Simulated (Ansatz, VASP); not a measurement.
# HfN: VASP beside Ansatz

Wanted: the spread between two codes on one cell, functional and k mesh. The cell is taken from a series of runs on this material, whose earlier steps may have relaxed, scaled, displaced or heated it; both programs get it as it stands.

Calculated with Ansatz 0.2.0; plane waves, with VASP 6.6.1 beside it; elastic constants at BLYP.

## Step 1: Set-up

The structure is cubic, space group Fm-3m (No. 225). Conventional cell: a = 4.596 Å, b = 4.596 Å, c = 4.596 Å, α = 90.00°, β = 90.00°, γ = 90.00°. Hf has 6 N at 2.30 Å nearest. N has 6 Hf at 2.30 Å nearest. Farther neighbours and most contacts between anions are not listed.

## Step 2: Ansatz: elastic constants, BLYP

Ansatz runs on its default PAW (the set named soft_2) files.

Elastic constants are differences of stresses under small strains, so they test the stress and the mesh.

Contents of input.yaml:

```yaml
crystal:
  lattice:
    - [0.0, 2.2981380061, 2.2981380061]
    - [2.2981380061, 0.0, 2.2981380061]
    - [2.2981380061, 2.2981380061, 0.0]
  atoms:
    - { symbol: Hf, position: [0.0, 0.0, 0.0] }
    - { symbol: "N", position: [0.5, 0.5, 0.5] }
kpoints:
  mp_grid: { grid: [24, 24, 24] }
hamiltonian:
  xc: blyp
scf:
  occupations: { method: methfessel_paxton, width: 0.25 }
output:
  forces: true
  stress: true
  eigenvalues: true
elastic:
  mode: relaxed_ion
  stencil: two_point
  amplitude: 0.01
```

Command:

```sh
> ansatz run input.yaml --threads 4 --pin off --max-ram 16384MiB --backend cpu --events-out ev --progress --plain --runs-dir out
```

Numbers of over 12 decimals in the logs are rounded to 6 here.

The program printed:

```text
Engine: ansatz 0.2.0, aarch64-unknown-linux-gnu
Pseudopotentials: kind: paw
Pseudopotential: Hf, paw, valence charge 26, recommended cutoff 420 eV (normal), Hf.paw.azcp
Pseudopotential: N, paw, valence charge 5, recommended cutoff 420 eV (normal), N.paw.azcp
Functional definition: BLYP
  parameter beta = 0.0042
  parameter a = 0.04918
  parameter b = 0.132
  parameter c = 0.2533
  parameter d = 0.349
  exchange = b88_x(beta = beta)
  correlation = lyp_c(a = a, b = b, c = c, d = d)
Crystal: 2 atoms, lattice volume = 24.275 Å³
Basis set: ecut = 420 eV, 459 PW (Γ), exchange–correlation on 48×48×48 points (8 copies of the dense FFT grid, shifted against one another)
Bands: 20, of which v1, the nominal top of the filled ones, is band 16 counted from 1 (15 counted from 0)
Symmetry: 48 space group operations
Space group: Fm-3m (ITA 225), of the structure as read, at distance tolerance 2.9e-5 Å
k-points: 413 of 13824
Non-local potential: Hf, projectors of the file, l = 0: 3, l = 1: 2, l = 2: 2, l = 3: 3
Non-local potential: N, projectors of the file, l = 0: 2, l = 1: 2, l = 2: 1
PAW form: soft (Blöchl's): semilocal exchange-correlation on the pseudo side does not see the compensation charge
PAW frozen core: Hf, regenerated for the run's functional, and the local potential with it (the file was generated under x = pbe(κ = 0.804, μ = 0.219515), c = pbe(β = 0.066725))
PAW frozen core: N, regenerated for the run's functional, and the local potential with it (the file was generated under x = pbe(κ = 0.804, μ = 0.219515), c = pbe(β = 0.066725))
PAW one-centre angular grid: Hf, 590 points (default); XC on 64 Gauss nodes
PAW one-centre angular grid: N, 110 points (default); XC on 64 Gauss nodes
Initial density: superposition of atomic densities (neutral atoms: chi_scale 0, normalization atom), corrected by the library's trained network
Initial wavefunctions: pseudopotential atomic-orbital guess
Functional: x = b88, c = lyp
SCF iter   1: F=—  HF=-16133.754793 eV  |F-HF|=—  |Δ(HF+E_count)|=         —  Δρ=3.04e-2  dr2=2.31e-1  ethr=1.77e-3  ⟨swp⟩=4.4  Hψ=32067  notcnv=0
preconditioner: auto → Kerker (q_TF=auto, 2.842 Å⁻¹)  [metal: Δε(μ)=0.019 eV  Ē_g=18.791 eV  σ=0.250 eV  W_gap=0.06  n_scr=14 (ndim 8)  ℏωp=40.6 eV  f_vac=0.000  D(μ)=0.69/eV (n_scr^D=0)]
SCF iter   2: F=—  HF=-16133.699706 eV  |F-HF|=—  |Δ(HF+E_count)|=   5.51e-2  S|Δr|=    0.00e0  Δρ=4.72e-3  dr2=6.32e-3  ethr=7.46e-4  ⟨swp⟩=1.6  Hψ=12220  notcnv=0  defer=48
SCF iter   3: F=—  HF=-16133.698962 eV  |F-HF|=—  |Δ(HF+E_count)|=   7.44e-4  S|Δr|=    0.00e0  Δρ=2.54e-3  dr2=1.39e-3  ethr=2.04e-5  ⟨swp⟩=2.0  Hψ=12258  notcnv=0  defer=48
SCF iter   4: F=—  HF=-16133.699157 eV  |F-HF|=—  |Δ(HF+E_count)|=   1.95e-4  S|Δr|=    0.00e0  Δρ=1.46e-3  dr2=5.16e-4  ethr=4.48e-6  ⟨swp⟩=2.1  Hψ=12446  notcnv=0  defer=48
SCF iter   5: F=—  HF=-16133.699097 eV  |F-HF|=—  |Δ(HF+E_count)|=   6.03e-5  S|Δr|=    0.00e0  Δρ=3.25e-4  dr2=2.43e-5  ethr=1.66e-6  ⟨swp⟩=2.4  Hψ=14255  notcnv=0  defer=48
SCF iter   6: F=—  HF=-16133.699128 eV  |F-HF|=—  |Δ(HF+E_count)|=   3.06e-5  S|Δr|=    0.00e0  Δρ=8.96e-5  dr2=1.06e-6  ethr=7.85e-8  ⟨swp⟩=2.0  Hψ=14650  notcnv=0  defer=48
SCF iter   7: F=—  HF=-16133.699128 eV  |F-HF|=—  |Δ(HF+E_count)|=   1.55e-7  S|Δr|=    0.00e0  Δρ=2.93e-5  dr2=1.91e-7  ethr=3.41e-9  ⟨swp⟩=2.4  Hψ=15122  notcnv=0  defer=48
SCF iter   8: F=—  HF=-16133.699128 eV  |F-HF|=—  |Δ(HF+E_count)|=   2.61e-8  S|Δr|=    0.00e0  Δρ=7.28e-6  dr2=6.31e-9  ethr=6.15e-10  ⟨swp⟩=2.0  Hψ=14644  notcnv=0  defer=48
SCF iter   9: F=—  HF=-16133.699128 eV  |F-HF|=—  |Δ(HF+E_count)|=   7.57e-9  S|Δr|=    0.00e0  Δρ=1.53e-6  dr2=2.71e-10  ethr=2.03e-11  ⟨swp⟩=2.3  Hψ=15292  notcnv=0  defer=48
SCF iter  10: F=—  HF=-16133.699128 eV  |F-HF|=—  |Δ(HF+E_count)|=  8.88e-10  S|Δr|=    0.00e0  Δρ=1.61e-7  dr2=2.57e-12  ethr=8.75e-13 (applied; sched 1.00e-12)  ⟨swp⟩=2.0  Hψ=14309  notcnv=0  defer=50
[...]
SCF 1 converged in 11 iterations: F = -16133.699128 eV  dr2 = 3.94e-14
  greatest PAW one-centre occupation: 0.998 electrons in one spin orbital (limit 2), on the Hf atom at site 0 (counted from 0), in its partial waves of l = 3
Crystal: 2 atoms, lattice volume = 24.032 Å³
Symmetry: 16 space group operations
k-points: 1063 of 13824
Initial density: handed on by an earlier stage of this run
Initial wavefunctions: those handed on with the density
[...]
SCF 3 converged in 9 iterations: F = -16133.695417 eV  dr2 = 2.12e-14
Crystal: 2 atoms, lattice volume = 24.274 Å³
Basis set: ecut = 420 eV, 495 PW (Γ), exchange–correlation on 48×48×48 points (8 copies of the dense FFT grid, shifted against one another)
Symmetry: 8 space group operations
k-points: 1963 of 13824
[...]
preconditioner: auto → Kerker (q_TF=auto, 2.842 Å⁻¹)  [metal: Δε(μ)=0.009 eV  Ē_g=18.832 eV  σ=0.250 eV  W_gap=0.03  n_scr=14 (ndim 8)  ℏωp=40.6 eV  f_vac=0.000  D(μ)=0.68/eV (n_scr^D=0)]
[...]
SCF iter  10: F=-16133.698318 eV  HF=-16133.698318 eV  |F-HF|=1.09e-11  |Δ(HF+E_count)|=  1.82e-12  S|Δr|=    0.00e0  Δρ=6.65e-9  dr2=5.89e-15  ethr=1.00e-12  ⟨swp⟩=5.1  Hψ=162048  notcnv=0
SCF 4 converged in 10 iterations: F = -16133.698318 eV  dr2 = 5.89e-15
iter 1 solved again at ethr=9.71e-10 eV; its pass at ethr=3.10e-3 eV (dr2=3.01e-7 eV) is discarded
SCF iter   1: F=—  HF=-16133.698310 eV  |F-HF|=—  |Δ(HF+E_count)|=         —  Δρ=4.13e-5  dr2=2.98e-7  ethr=9.71e-10  ⟨swp⟩=3.3  Hψ=220099  notcnv=0  defer=14
preconditioner: auto → Kerker (q_TF=auto, 2.842 Å⁻¹)  [metal: Δε(μ)=0.010 eV  Ē_g=18.832 eV  σ=0.250 eV  W_gap=0.03  n_scr=14 (ndim 8)  ℏωp=40.6 eV  f_vac=0.000  D(μ)=0.68/eV (n_scr^D=0)]
SCF iter   2: F=—  HF=-16133.698318 eV  |F-HF|=—  |Δ(HF+E_count)|=   8.04e-6  S|Δr|=    0.00e0  Δρ=2.74e-5  dr2=1.42e-7  ethr=9.63e-10  ⟨swp⟩=1.8  Hψ=59958  notcnv=0  defer=14
SCF iter   3: F=—  HF=-16133.698318 eV  |F-HF|=—  |Δ(HF+E_count)|=   1.78e-8  S|Δr|=    0.00e0  Δρ=6.02e-6  dr2=6.95e-9  ethr=4.57e-10  ⟨swp⟩=2.0  Hψ=60282  notcnv=0  defer=14
SCF iter   4: F=—  HF=-16133.698318 eV  |F-HF|=—  |Δ(HF+E_count)|=   9.15e-9  S|Δr|=    0.00e0  Δρ=3.50e-6  dr2=1.75e-9  ethr=2.24e-11  ⟨swp⟩=2.1  Hψ=69954  notcnv=0  defer=14
SCF iter   5: F=—  HF=-16133.698318 eV  |F-HF|=—  |Δ(HF+E_count)|=  7.57e-10  S|Δr|=    0.00e0  Δρ=1.47e-6  dr2=4.24e-10  ethr=5.64e-12  ⟨swp⟩=2.0  Hψ=61160  notcnv=0  defer=14
SCF iter   6: F=—  HF=-16133.698318 eV  |F-HF|=—  |Δ(HF+E_count)|=  3.64e-11  S|Δr|=    0.00e0  Δρ=4.53e-7  dr2=2.08e-11  ethr=1.37e-12  ⟨swp⟩=2.0  Hψ=61144  notcnv=0  defer=14
SCF iter   7: F=—  HF=-16133.698318 eV  |F-HF|=—  |Δ(HF+E_count)|=  2.18e-11  S|Δr|=    0.00e0  Δρ=1.09e-7  dr2=1.45e-12  ethr=6.70e-14 (applied; sched 1.00e-12)  ⟨swp⟩=2.1  Hψ=69922  notcnv=0  defer=280
SCF iter   8: F=-16133.698318 eV  HF=-16133.698318 eV  |F-HF|=1.09e-11  |Δ(HF+E_count)|=  3.64e-12  S|Δr|=    0.00e0  Δρ=1.25e-8  dr2=4.47e-14  ethr=1.00e-12  ⟨swp⟩=4.0  Hψ=191525  notcnv=0
SCF 5 converged in 8 iterations: F = -16133.698318 eV  dr2 = 4.47e-14
SCF converged after 11 iterations
Stability not checked: this state was not tested for a lower state beside it, because cold or Methfessel-Paxton smearing, or corrected tetrahedra, fill the levels in a way that the test cannot read (fill_not_monotonic; see scf.lower_state_search)
Free energy (F): -16133.699128 eV
Harris-Foulkes:  -16133.699128 eV  (|F-HF|=5.46e-12)
Internal energy: -16133.698713 eV  (E = F + TS)
E sigma→0 (E₀):  -16133.699024 eV
Entropy (-TS):   -0.000415 eV (-0.207 meV/atom)
Fermi energy:    23.173021 eV
--- Per-component energies (eV) ---
  E_band       = 154.388738
  E_kinetic    = 555.234760
  E_local      = -4867.507242  (includes V_loc(G=0)·N_el)
  E_nonlocal   = -1199.495780
  E_hartree    = 2297.563220
  E_xc         = -357.427393
  E_vxc        = -337.834452  (∫ρ·V_xc dr)
  E_paw        = -7083.785733  (= ΣΔE_a)
  E_vpaw       = 1408.864924  (= ΣTr[D̂ρ^β])
  E_aug_tail   = 0.000097  (compensation charges beyond the density's cutoff)
  E_ewald      = -5478.364619
  E_core_change = 0.083976  (= ΣΔE_core)
  E_smearing   = -0.000415  (= −TS)
  E_closure    = 0.000000  (closes the sum)
  Σ components = -16133.699128   (vs F -16133.699128, Δ=0.00e0)
--- Forces (eV/Å), atoms counted from 1 ---
  atom   1  Hf    -0.00000000     0.00000000     0.00000000
  atom   2  N      0.00000000    -0.00000000     0.00000000
  max |Σ_I F_I| component: 1.95e-29 eV/Å
--- Stress (GPa, compression-positive) ---
        0.005476       0.000000       0.000000
        0.000000       0.005476       0.000000
        0.000000       0.000000       0.005476
  P = ⅓ Tr σ = 0.0055 GPa (0.055 kbar)
--- Band table (eV; the first three rows and the last of 413) ---
  k-point 0: bands = [... 12 lower, 20.2157, 20.2157, 20.2157, 22.7930, 22.7930, 22.7930, 24.6621, 24.9276]
  k-point 1: bands = [... 12 lower, 20.0330, 20.1112, 20.1112, 22.8491, 22.8502, 22.8502, 24.7922, 25.0556]
  k-point 2: bands = [... 12 lower, 19.5726, 19.8408, 19.8408, 22.9690, 23.0083, 23.0083, 25.1533, 25.4132]
  k-point 412: bands = [... 12 lower, 17.2188, 17.8239, 17.8239, 24.1983, 24.1983, 28.0742, 28.0825, 28.7692]
--- Elastic constants: 2 strain directions × 2 members + reference (group order 48) ---
  dense FFT box of the reference and of every strained cell: 24×24×24
  strains applied: 11, 23; error gains: componentwise 1.00 (the most a stress slope's error grows in a printed constant), spectral 1.73 (1 for all six strains in a standard setting)
  C = ∂σ_k/∂η_j (tension-positive GPa; Voigt order 11 22 33 23 13 12):
       510.896    112.910    112.910     -0.000      0.000     -0.000
       112.910    510.896    112.910     -0.000     -0.000      0.000
       112.910    112.910    510.896      0.000     -0.000     -0.000
         0.000     -0.000      0.000    106.890     -0.000     -0.000
        -0.000     -0.000      0.000      0.000    106.890      0.000
        -0.000      0.000     -0.000     -0.000     -0.000    106.890
  reference stress σ⁰ (GPa):     -0.005     -0.005     -0.005     -0.000     -0.000     -0.000
  C* (energy form; C + prestress term) asymmetry max|C*_kj − C*_jk| = 1.421e-14 GPa — a small one proves nothing (zero by symmetry where the batch's group is 432, −43m or m−3m); a large one is finite-difference/SCF noise where every solve meets its electron count
  moduli (Voigt/Reuss/Hill, GPa): K = 245.57/245.57/245.57   G = 143.73/131.18/137.45   E = 347.52   ν = 0.264
  mechanically stable: yes (min eigenvalue of sym C = 106.89 GPa)
  strain η (Voigt 11):  stress-route row diagonal C_11 = 510.90 GPa, energy-path curvature d²(F+E_count+ΔE)/dδ²/Ω₀ = 510.52 GPa
         δ    σ_11 (GPa)             F (eV)   n_scf  n_hpsi   n_pw
    -1.000e-2      -5.4271      -16133.6950900      11  551868    495   relax 0 steps, max|allowed force component| 2.51e-30 eV/Å
     1.000e-2       4.7908      -16133.6954173       9  464837    531   relax 0 steps, max|allowed force component| 3.35e-30 eV/Å
  strain η (Voigt 23):  stress-route row diagonal C_44 = 106.89 GPa, energy-path curvature d²(F+E_count+ΔE)/dδ²/Ω₀ = 106.85 GPa
         δ    σ_23 (GPa)             F (eV)   n_scf  n_hpsi   n_pw
    -1.000e-2      -1.0689      -16133.6983180      10  904974    499   relax 0 steps, max|allowed force component| 2.21e-29 eV/Å
     1.000e-2       1.0689      -16133.6983180       8  832828    499   relax 0 steps, max|allowed force component| 9.86e-31 eV/Å
```

Reading the cycles: dr2 is the Hartree energy of the density residual (eV), the measure of convergence; HF is the Harris–Foulkes estimate of the energy, which meets the free energy F at convergence.

(Part 1 of 2 ends here.)

[Lines on the potential files, build, host, timing and source positions are cut from VASP's logs without a mark.]

[Logs are printed without paths, hosts, clocks, repeated set-up lines and the standing remarks that a program may print on its own settings, such as how far it seeks lower states.]

[Hosts, paths, dates, database ids (printed as entryN), source tags and the programs' standing remarks are cut or masked in the printed files.]
